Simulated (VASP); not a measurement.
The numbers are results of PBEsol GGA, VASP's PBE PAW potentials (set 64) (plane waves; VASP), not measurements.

The input files of a VASP run:

KPOINTS:
```
Automatic mesh
0
Gamma
12 12 12
0 0 0
```

File POSCAR:
```
CoP
1
    2.7675353514     0.0000000000     0.0000000000
   -0.0000000000     2.7675353514     0.0000000000
   -0.0000000000    -0.0000000000     2.7675353514
Co P
1 1
Direct
  1.0000000000   1.0000000000   0.0000000000
  0.5000000000   0.5000000000   0.5000000000
```

INCAR:
```
EDIFFG  =  -0.01   # ionic stop
ISIF  =  3   # ions, shape and volume
GGA  =  PS   # PBEsol
LCHARG  =  .FALSE.
LASPH  =  .TRUE.   # aspherical one-centre terms
LMAXMIX  =  4
SIGMA  =  0.1
PREC  =  Accurate
ISMEAR  =  1   # Methfessel-Paxton
LREAL  =  .FALSE.   # projection in real space or not
NSW  =  60
EDIFF  =  1E-6
ENCUT  =  400   # plane-wave cut-off (eV)
IBRION  =  2   # conjugate gradients
LWAVE  =  .FALSE.
SYSTEM  =  CoP
ALGO  =  Normal   # blocked Davidson
NELM  =  100   # most electronic steps
```

POTCAR, in this order: Co P (PBE.64 set). Program: vasp_std.

Task: What does the run give for the energy per atom (σ→0), band gap (on the k-mesh)?

Result: 
```
Property                                                     Value
------------------------  ----------------------------------------
energy per atom (σ→0)                               -6.951 eV/atom
band gap (on the k-mesh)  none (metal, semimetal or under 0.01 eV)
```

OSZICAR:
```
...
DAV:   8    -0.139194198848E+02   -0.23230E-01   -0.77708E-01  2239   0.829E+00    0.185E+00
DAV:   9    -0.139020972293E+02    0.17323E-01   -0.63469E-02  2366   0.413E+00    0.262E-01
DAV:  10    -0.139018145971E+02    0.28263E-03   -0.15175E-03  2197   0.361E-01    0.121E-01
DAV:  11    -0.139017540691E+02    0.60528E-04   -0.34041E-04  2847   0.200E-01    0.337E-02
DAV:  12    -0.139017500712E+02    0.39980E-05   -0.17435E-05  2174   0.428E-02    0.127E-02
DAV:  13    -0.139017485155E+02    0.15557E-05   -0.76372E-06  2049   0.324E-02    0.306E-03
DAV:  14    -0.139017486057E+02   -0.90226E-07   -0.42194E-07  1098   0.643E-03
   1 F= -.13901749E+02 E0= -.13901375E+02  d E =-.139017E+02
```

The structure was generated: CoP was put into the CsCl type type (Pm-3m), which need not be its known phase. It was relaxed first, which changed the volume by -24 %. The start is the result of an earlier pass. The run is not spin-polarised, so no magnetic state was tried.
